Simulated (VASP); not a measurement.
Data:

```
CELL_PARAMETERS angstrom
      0.00000     2.74439     2.74439
      2.74439     0.00000     2.74439
      2.74439     2.74439     0.00000
ATOMIC_POSITIONS crystal
  Cd 0.00000 0.00000 0.00000
  F  0.25000 0.25000 0.25000
  F  0.75000 0.75000 0.75000
```

All values below come from PBE GGA, VASP's PBE PAW potentials (set 64) (plane waves; VASP 6.6.1). Settings: PREC = Normal, EDIFF = 1E-5, 450 eV cut-off, 9×9×9 Γ-centred mesh, Gaussian smearing of 0.050 eV, potentials Cd F.

At this cut-off the stress carries a Pulay error, which pulls relaxed volumes low.

Give the stress tensor in GPa (positive for a compressed cell).

```
-2.05   0.00   0.00
 0.00  -2.05   0.00
 0.00   0.00  -2.05
```
The pressure is its mean diagonal, -2.05 GPa.

The compound is CdF2 in the fluorite structure. It was relaxed first, which changed the volume by +6 %.
